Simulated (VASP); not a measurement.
Consider the following.

```yaml
crystal:
  lattice:
    - [0.00000, 1.78542, 1.78542]
    - [1.78542, 0.00000, 1.78542]
    - [1.78542, 1.78542, 0.00000]
  atoms:
    - { symbol: C, position: [0.00000, 0.00000, 0.00000] }
    - { symbol: C, position: [0.25000, 0.25000, 0.25000] }
```

Method: LDA (Ceperley-Alder, Perdew-Zunger), VASP's LDA PAW potentials (set 64) (plane waves; VASP). Run with 520 eV cut-off, 13×13×13 Γ-centred mesh, Gaussian smearing of 0.050 eV, potentials C.

Task: Give the stress tensor in GPa (positive for a compressed cell).

Result: 
```
-13.08    0.00    0.00
  0.00  -13.08    0.00
  0.00    0.00  -13.08
```
The pressure is its mean diagonal, -13.08 GPa.

The compound is C in the diamond structure. This cell is one point of a volume scan, at 1.03 of the reference volume.
